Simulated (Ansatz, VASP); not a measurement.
## GaN: VASP beside Ansatz

Wanted: the spread between two codes on one cell, functional and k mesh. The cell is taken from a series of runs on this material, whose earlier steps may have relaxed, scaled, displaced or heated it; both programs get it as it stands.

Program: Ansatz 0.2.0. Level of theory: plane waves, with VASP 6.6.1 beside it; single point at HSE06. Results are calculated unless marked as measured.

### 1. Starting point

The structure is hexagonal, space group P6_3mc (No. 186). Conventional cell: a = 3.183 Å, b = 3.183 Å, c = 5.186 Å, α = 90.00°, β = 90.00°, γ = 120.00°. Ga has 4 N at 1.95 Å nearest. N has 4 Ga at 1.95 Å nearest. Farther neighbours and most contacts between anions are not listed.

Coordinates:

```cif
data_structure
_symmetry_space_group_name_H-M 'P6_3mc'
_symmetry_Int_Tables_number 186
_cell_length_a 3.1827
_cell_length_b 3.1827
_cell_length_c 5.1856
_cell_angle_alpha 90.000
_cell_angle_beta 90.000
_cell_angle_gamma 120.000
_cell_volume 45.49
loop_
_atom_site_label
_atom_site_type_symbol
_atom_site_symmetry_multiplicity
_atom_site_Wyckoff_symbol
_atom_site_fract_x
_atom_site_fract_y
_atom_site_fract_z
_atom_site_occupancy
Ga1 Ga 2 b 0.33333 0.66667 0.00026 1
N1 N 2 b 0.66667 0.33333 0.12365 1
```

### 2. Ansatz: single point, HSE06

Ansatz runs on its PAW soft_1 files.

With cell and atoms fixed, the geometry can't cause a difference; cores, projectors, grids and the points listed under the comparison can.

input.yaml

```yaml
crystal:
  lattice:
    - [3.182659, 0.0, 0.0]
    - [-1.5913295, 2.7562635456, 0.0]
    - [0.0, 0.0, 5.185605]
  atoms:
    - { symbol: Ga, position: [0.3333333333, 0.6666666667, 0.0002587] }
    - { symbol: Ga, position: [0.6666666667, 0.3333333333, 0.5002587] }
    - { symbol: "N", position: [0.6666666667, 0.3333333333, 0.1236486] }
    - { symbol: "N", position: [0.3333333333, 0.6666666667, 0.6236486] }
kpoints:
  mp_grid: { grid: [7, 7, 4] }
scf:
  occupations: { method: fermi_dirac, width: 0.02 }
hamiltonian:
  xc: hse06
  pseudopotentials: { kind: paw, azcp: { folder: soft_1 } }
basis:
  ecutwfc: 600
output:
  forces: true
  stress: true
```

Launch:

```sh
$ ansatz run input.yaml --threads 8 --pin off --max-ram 18432MiB --backend cpu --events-out ev --progress --plain --runs-dir out
```

Numbers of over 12 decimals in the logs are rounded to 6 here.

What it wrote:

```text
Warning: output.stress: scf.convergence.dr2_threshold = 1e-7 eV (the SCF's general default) is looser than the 4e-10 eV advised for a printed stress (1e-10 eV for each atom of the cell: 4). What an SCF threshold leaves in a stress goes as its square root, and in the free energy as the threshold itself, and one threshold admits the most on a small cell: [figures from the program's tests cut] Set scf.convergence.dr2_threshold to 4e-10 eV or tighter. The threshold is an SCF's pass mark: one that does not reach it within its budget of iterations ends unconverged, or closes short of it on a stop that the run arms, and scf.convergence.dr2_threshold's page says what that costs each kind of run
Warning: output.stress: scf.exx.energy_threshold = 1e-6 eV is looser than the 4e-8 eV advised for a stress under a hybrid functional (1e-8 eV for each atom of the cell: 4). Every SCF of the exchange loop can meet its threshold on dr2 while the loop round them stops early: no threshold on dr2 bounds what that leaves in the stress. Set scf.exx.energy_threshold to 4e-8 eV or tighter. The threshold is the loop's pass mark: a loop that does not reach it within its budget of cycles ends unconverged, and scf.exx.energy_threshold's page has the law
Engine: ansatz 0.2.0, aarch64-unknown-linux-gnu
Pseudopotentials: kind: paw
Pseudopotential: Ga, paw, valence charge 13, recommended cutoff 420 eV (normal), soft_1/Ga.paw.azcp
Pseudopotential: N, paw, valence charge 5, recommended cutoff 420 eV (normal), soft_1/N.paw.azcp
Functional definition: HSE06
  parameter a = 0.25
  parameter omega = 0.11/bohr
  exchange = pbe_x - a*pbe_x_sr(omega) + a*exact_x_sr(omega)
  correlation = pbe_c
Crystal: 4 atoms, lattice volume = 45.489 Å³
Basis set: ecut = 600 eV, 1521 PW (Γ), exchange–correlation on 54×54×90 points (8 copies of the dense FFT grid, shifted against one another)
Bands: 22, of which v1, the nominal top of the filled ones, is band 18 counted from 1 (17 counted from 0)
Symmetry: 12 space group operations
Space group: P63mc (ITA 186), of the structure as read, at distance tolerance 3.6e-5 Å
k-points: 24 of 196 (time reversal used)
Non-local potential: Ga, projectors of the file, l = 0: 2, l = 1: 2, l = 2: 3, l = 3: 1
Non-local potential: N, projectors of the file, l = 0: 2, l = 1: 2, l = 2: 1
PAW form: soft (Blöchl's): semilocal exchange-correlation on the pseudo side does not see the compensation charge
PAW frozen core: Ga, regenerated for the run's functional, and the local potential with it (the file was generated under x = pbe(κ = 0.804, μ = 0.219515), c = pbe(β = 0.066725))
PAW frozen core: N, regenerated for the run's functional, and the local potential with it (the file was generated under x = pbe(κ = 0.804, μ = 0.219515), c = pbe(β = 0.066725))
PAW one-centre angular grid: Ga, 590 points (default); XC on 64 Gauss nodes
PAW one-centre angular grid: N, 110 points (default); XC on 64 Gauss nodes
Initial density: superposition of atomic densities (chi_scale 0.1, normalization cell, long waves kept (reshape's long-wave potential 0.00 eV rms))
Initial wavefunctions: pseudopotential atomic-orbital guess
Functional: x = pbe(κ = 0.804, μ = 0.219515), c = pbe(β = 0.066725), warm-up for x = pbe(κ = 0.804, μ = 0.219515) + 0.25 (exact − pbe) at short range (hse, ω = 0.207870 Å⁻¹), c = pbe(β = 0.066725); HSE06 as pw.x's `hse` composes it (authors' and Libxc's form: `xc: wpbeh`)
SCF iter   1: F=—  HF=-8337.118166 eV  |F-HF|=—  |Δ(HF+E_count)|=         —  Δρ=1.15e-1  dr2=5.22e0  ethr=1.00e-1  ⟨swp⟩=4.2  Hψ=1465  notcnv=0
preconditioner: auto → none  [insulator: Δε(μ)=2.757 eV  Ē_g=16.915 eV  σ=0.020 eV  W_gap=1.00  n_scr=22 (ndim 8)  ℏωp=33.0 eV  f_vac=0.000  D(μ)=0.00/eV (n_scr^D=0)]
iter 2 solved again at ethr=1.15e-3 eV; its pass at ethr=1.45e-2 eV (dr2=4.16e-1 eV) is discarded
SCF iter   2: F=—  HF=-8335.890071 eV  |F-HF|=—  |Δ(HF+E_count)|=    1.23e0  Δρ=3.97e-2  dr2=4.04e-1  ethr=1.15e-3  ⟨swp⟩=2.8  Hψ=2375  notcnv=0  defer=2
SCF iter   3: F=—  HF=-8335.829688 eV  |F-HF|=—  |Δ(HF+E_count)|=   6.04e-2  Δρ=1.02e-2  dr2=1.92e-2  ethr=1.12e-3  ⟨swp⟩=3.1  Hψ=1122  notcnv=0  defer=3
SCF iter   4: F=—  HF=-8335.834416 eV  |F-HF|=—  |Δ(HF+E_count)|=   4.73e-3  Δρ=1.52e-3  dr2=7.64e-4  ethr=5.35e-5  ⟨swp⟩=5.3  Hψ=1667  notcnv=0  defer=12
SCF iter   5: F=-8335.834258 eV  HF=-8335.834325 eV  |F-HF|=6.61e-5  |Δ(HF+E_count)|=   9.18e-5  Δρ=3.10e-4  dr2=3.88e-5  ethr=2.12e-6  ⟨swp⟩=3.4  Hψ=1277  notcnv=0
SCF 1 stopped early in 5 iterations: F = -8335.834258 eV  dr2 = 3.88e-5
  greatest PAW one-centre occupation: 0.995 electrons in one spin orbital (limit 2), on the Ga atom at site 1 (counted from 0), in its partial waves of l = 2
Initial density: handed on by an earlier stage of this run
Initial wavefunctions: those handed on with the density
Functional: x = pbe(κ = 0.804, μ = 0.219515) + 0.25 (exact − pbe) at short range (hse, ω = 0.207870 Å⁻¹), c = pbe(β = 0.066725); HSE06 as pw.x's `hse` composes it (authors' and Libxc's form: `xc: wpbeh`)
Exchange kernel: α = 0.2500, screened, ω = 0.2079 Å⁻¹, Wigner–Seitz truncation, v(0) = 1046.1523 eV·Å³, q-mesh 7×7×4, nearest image of the exchange supercell L = 20.74 Å, pair-density grid 18×18×30, without the augmentation charges, whose exchange is taken in its separable form by FFT convolution over the k-point mesh (sized by the pseudopotential files, 24×24×45 at the most), smooth part of the exact exchange by density-matrix convolution
Frozen-core exchange: fock
SCF iter   1: F=—  HF=-8336.844953 eV  |F-HF|=—  |Δ(HF+E_count)|=         —  Δρ=1.89e-2  dr2=6.44e-2  ethr=1.08e-6  ⟨swp⟩=9.8  Hψ=2912  notcnv=0
preconditioner: auto → none  [insulator: Δε(μ)=3.147 eV  Ē_g=19.720 eV  σ=0.020 eV  W_gap=1.00  n_scr=22 (ndim 8)  ℏωp=33.0 eV  f_vac=0.009  D(μ)=0.00/eV (n_scr^D=0)]
SCF iter   2: F=—  HF=-8336.818642 eV  |F-HF|=—  |Δ(HF+E_count)|=   2.63e-2  Δρ=3.62e-3  dr2=7.65e-3  ethr=1.08e-6  ⟨swp⟩=5.0  Hψ=2285  notcnv=0
SCF iter   3: F=—  HF=-8336.834092 eV  |F-HF|=—  |Δ(HF+E_count)|=   1.55e-2  Δρ=3.33e-3  dr2=2.67e-3  ethr=1.08e-6  ⟨swp⟩=5.0  Hψ=2184  notcnv=0  defer=1
SCF iter   4: F=—  HF=-8336.833750 eV  |F-HF|=—  |Δ(HF+E_count)|=   3.42e-4  Δρ=1.04e-3  dr2=2.81e-4  ethr=1.08e-6  ⟨swp⟩=3.4  Hψ=1488  notcnv=0
[...]
SCF iter   6: F=-8336.834248 eV  HF=-8336.834249 eV  |F-HF|=3.40e-7  |Δ(HF+E_count)|=   3.54e-5  Δρ=3.40e-5  dr2=2.25e-6  ethr=2.21e-7  ⟨swp⟩=3.0  Hψ=1340  notcnv=0
SCF 2 stopped early in 6 iterations: F = -8336.834248 eV  dr2 = 2.25e-6
  Residual-converged pass: ⟨swp⟩=4.0  Hψ=1609  notcnv=0  max |occ|·‖R‖ = 6.4e-6 eV (tolerance 6.7e-6 eV)  dr2=2.19e-6  dr2_onsite=2.77e-8  max |Δocc| = 0.0e0
hybrid outer 1: dexx = +1.817e-2 eV, tail = 7.42e-5 eV
Exchange kernel: α = 0.2500, screened, ω = 0.2079 Å⁻¹, Wigner–Seitz truncation, v(0) = 1046.1523 eV·Å³, q-mesh 7×7×4, nearest image of the exchange supercell L = 20.74 Å, pair-density grid 18×18×30, without the augmentation charges, whose exchange is taken in its separable form by FFT convolution over the k-point mesh (sized by the pseudopotential files, 24×24×45 at the most), smooth part of the exact exchange by density-matrix convolution
Frozen-core exchange: fock
SCF iter   1: F=—  HF=-8336.833510 eV  |F-HF|=—  |Δ(HF+E_count)|=         —  Δρ=1.08e-4  dr2=4.96e-6  ethr=1.03e-6  ⟨swp⟩=5.0  Hψ=1304  notcnv=0
preconditioner: auto → none  [insulator: Δε(μ)=3.195 eV  Ē_g=19.549 eV  σ=0.020 eV  W_gap=1.00  n_scr=22 (ndim 8)  ℏωp=33.0 eV  f_vac=0.011  D(μ)=0.00/eV (n_scr^D=0)]
SCF iter   2: F=—  HF=-8336.833509 eV  |F-HF|=—  |Δ(HF+E_count)|=   1.35e-7  Δρ=3.12e-5  dr2=5.01e-7  ethr=1.34e-8  ⟨swp⟩=4.0  Hψ=1326  notcnv=0
SCF iter   3: F=—  HF=-8336.833510 eV  |F-HF|=—  |Δ(HF+E_count)|=   1.99e-7  Δρ=4.20e-5  dr2=8.61e-7  ethr=9.80e-10  ⟨swp⟩=4.1  Hψ=1509  notcnv=0
SCF iter   4: F=—  HF=-8336.833509 eV  |F-HF|=—  |Δ(HF+E_count)|=   2.02e-7  Δρ=1.45e-5  dr2=2.62e-7  ethr=9.80e-10  ⟨swp⟩=3.0  Hψ=1105  notcnv=0
SCF iter   5: F=—  HF=-8336.833512 eV  |F-HF|=—  |Δ(HF+E_count)|=   2.80e-6  Δρ=1.69e-5  dr2=9.54e-8  ethr=2.36e-10  ⟨swp⟩=4.5  Hψ=1976  notcnv=0
SCF iter   6: F=—  HF=-8336.833512 eV  |F-HF|=—  |Δ(HF+E_count)|=   3.18e-8  Δρ=3.37e-6  dr2=4.54e-9  ethr=2.36e-10  ⟨swp⟩=3.0  Hψ=1092  notcnv=0
SCF iter   7: F=—  HF=-8336.833512 eV  |F-HF|=—  |Δ(HF+E_count)|=  5.02e-10  Δρ=6.64e-7  dr2=1.33e-8  ethr=8.94e-12  ⟨swp⟩=4.0  Hψ=1650  notcnv=0
SCF iter   8: F=—  HF=-8336.833512 eV  |F-HF|=—  |Δ(HF+E_count)|=   8.81e-8  Δρ=4.80e-6  dr2=1.06e-8  ethr=1.00e-12  ⟨swp⟩=5.0  Hψ=1954  notcnv=0
SCF iter   9: F=-8336.833512 eV  HF=-8336.833512 eV  |F-HF|=7.82e-11  |Δ(HF+E_count)|=   3.38e-9  Δρ=4.45e-7  dr2=8.63e-10  ethr=1.00e-12  ⟨swp⟩=4.0  Hψ=1567  notcnv=0
SCF 3 converged in 9 iterations: F = -8336.833512 eV  dr2 = 8.63e-10
  Residual-converged pass: ⟨swp⟩=2.1  Hψ=963  notcnv=0  max |occ|·‖R‖ = 6.3e-7 eV (tolerance 6.3e-7 eV)  dr2=8.61e-10  dr2_onsite=1.50e-11  max |Δocc| = 0.0e0
hybrid outer 2: dexx = +1.746e-6 eV, tail = 5.89e-8 eV, Δε = 4.15e-3 eV (about 1.26e-4 eV left of the loop's levels), ΔF = 3.38e-4 eV/Å (tail 1.44e-4)
hybrid SCF converged: 2 outer / 15 inner (+5 warm-up), last move |dexx| = 1.75e-6 eV, tail = 5.89e-8 eV
Stability not checked: this state was not tested for a lower state beside it, because the functional holds exact exchange (a hybrid, or Hartree-Fock), whose exchange loop this test does not read (fock_operator; see scf.lower_state_search)
Free energy (F): -8336.833511 eV
Frozen-core exchange: fock
Harris-Foulkes:  -8336.833511 eV  (|F-HF|=7.82e-11)
Internal energy: -8336.833511 eV  (E = F + TS)
E sigma→0 (E₀):  -8336.833511 eV
Fermi energy:    10.520195 eV
--- Per-component energies (eV) ---
  E_band       = -90.600669
  E_kinetic    = 480.316940
  E_local      = -2832.438533  (includes V_loc(G=0)·N_el)
  E_nonlocal   = -108.331036
  E_hartree    = 1802.241831
  E_xc         = -196.958611
  E_vxc        = -209.266183  (∫ρ·V_xc dr)
  E_exx        = -124.051757  (= α·E_x^exact, valence–valence)
  E_paw        = -4179.721479  (= ΣΔE_a)
  E_vpaw       = -777.260206  (= ΣTr[D̂ρ^β])
  E_aug_tail   = 0.000001  (compensation charges beyond the density's cutoff)
  E_ewald      = -3178.071074
  E_core_change = 0.180208  (= ΣΔE_core)
  E_smearing   = -0.000000  (= −TS)
  E_closure    = -0.000000  (closes the sum)
  Σ components = -8336.833511   (vs F -8336.833511, Δ=-1.82e-12)
--- Forces (eV/Å), atoms counted from 1 ---
  atom   1  Ga    -0.00000000     0.00000000     0.01889648
  atom   2  Ga    -0.00000000     0.00000000     0.01889648
  atom   3  N      0.00000000     0.00000000    -0.01886211
  atom   4  N      0.00000000    -0.00000000    -0.01886211
  max |Σ_I F_I| component: 6.87e-5 eV/Å
--- Stress (GPa, compression-positive) ---
        0.189097       0.000000      -0.000000
        0.000000       0.189097       0.000000
        0.000000       0.000000      -0.307703
  P = ⅓ Tr σ = 0.0235 GPa (0.235 kbar)
--- Band table (eV; the first three rows and the last of 24) ---
  k-point 0: bands = [... 14 lower, 7.7939, 8.8779, 8.9144, 8.9144, 12.1106, 14.6324]
  k-point 1: bands = [... 14 lower, 7.9505, 7.9505, 8.7428, 8.7428, 13.3152, 14.7447]
  k-point 2: bands = [... 14 lower, 8.3391, 8.3391, 8.3391, 8.3391, 14.5989, 14.5989]
  k-point 23: bands = [... 14 lower, 4.7329, 4.7329, 7.2704, 7.2704, 16.4301, 16.4301]
  guard bands above this table: 2 of the run's 22 bands. The solve was not asked for them (output.publish_guard_bands: true or output.eigenvalues: true publishes all)
```

The run ends at a pressure of 0.02 GPa, with forces up to 0.019 eV/Å.

(Part 1 of 2 ends here.)

[Lines on the potential files, build, host, timing and source positions are cut from VASP's logs without a mark.]

[Logs are printed without paths, hosts, clocks, repeated set-up lines and the standing remarks that a program may print on its own settings, such as how far it seeks lower states.]

[Hosts, paths, dates, database ids (printed as entryN), source tags and the programs' standing remarks are cut or masked in the printed files.]
